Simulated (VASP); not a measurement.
A convergence study with VASP on PbO (litharge): one setting is varied, all else stays as given below, so the limit is that of these other settings. Each run relaxes cell and ions from the cell shown.

```yaml
crystal:
  lattice:
    - [3.98000, 0.00000, 0.00000]
    - [0.00000, 3.98000, 0.00000]
    - [0.00000, 0.00000, 5.02000]
  atoms:
    - { symbol: Pb, position: [0.50000, 0.00000, 0.76500] }
    - { symbol: Pb, position: [0.00000, 0.50000, 0.23500] }
    - { symbol: O, position: [0.50000, 0.50000, 0.00000] }
    - { symbol: O, position: [0.00000, 0.00000, 0.00000] }
```

Computed with PBE GGA, VASP's PBE PAW potentials (set 64) (plane waves; VASP). The tightest run used: 700 eV cut-off, 8×8×7 Γ-centred mesh, Gaussian smearing of 0.050 eV, potentials Pb_d O.

Unless said otherwise, spin-orbit coupling is left out, though it shifts the bands of the heavy elements here. Gaps are read on the run's mesh, which can miss a band edge.

Problem. The settings run are 2×2×2 mesh; 3×3×2 mesh; 5×5×4 mesh; 6×6×5 mesh; 7×7×6 mesh; 8×8×7 mesh. From which on does the relaxed volume stay within 0.1 Å³/atom of the tightest run?

Solution. From 5×5×4 mesh on: it is off by 0.003 there and by no more than 0.1 in any finer run, while 3×3×2 mesh is off by 0.325.
```json
[
 {"setting": "2×2×2 mesh", "relaxed volume (Å³/atom)": "21.670", "E (eV/atom)": "-5.3767", "gap on the mesh (eV)": "1.578", "irreducible k-points": "6", "difference judged (Å³/atom)": "0.984"},
 {"setting": "3×3×2 mesh", "relaxed volume (Å³/atom)": "22.328", "E (eV/atom)": "-5.3768", "gap on the mesh (eV)": "1.822", "irreducible k-points": "6", "difference judged (Å³/atom)": "0.325"},
 {"setting": "5×5×4 mesh", "relaxed volume (Å³/atom)": "22.657", "E (eV/atom)": "-5.3786", "gap on the mesh (eV)": "1.825", "irreducible k-points": "18", "difference judged (Å³/atom)": "0.003"},
 {"setting": "6×6×5 mesh", "relaxed volume (Å³/atom)": "22.652", "E (eV/atom)": "-5.3786", "gap on the mesh (eV)": "1.728", "irreducible k-points": "30", "difference judged (Å³/atom)": "0.001"},
 {"setting": "7×7×6 mesh", "relaxed volume (Å³/atom)": "22.669", "E (eV/atom)": "-5.3786", "gap on the mesh (eV)": "1.821", "irreducible k-points": "40", "difference judged (Å³/atom)": "0.015"},
 {"setting": "8×8×7 mesh", "relaxed volume (Å³/atom)": "22.653", "E (eV/atom)": "-5.3786", "gap on the mesh (eV)": "1.728", "irreducible k-points": "60", "difference judged (Å³/atom)": "0.000"}
]
```

Left out are rungs that failed or repeat a setting and relaxations that didn't move; long series are thinned to 24 rows.

The compound is PbO in the litharge structure.
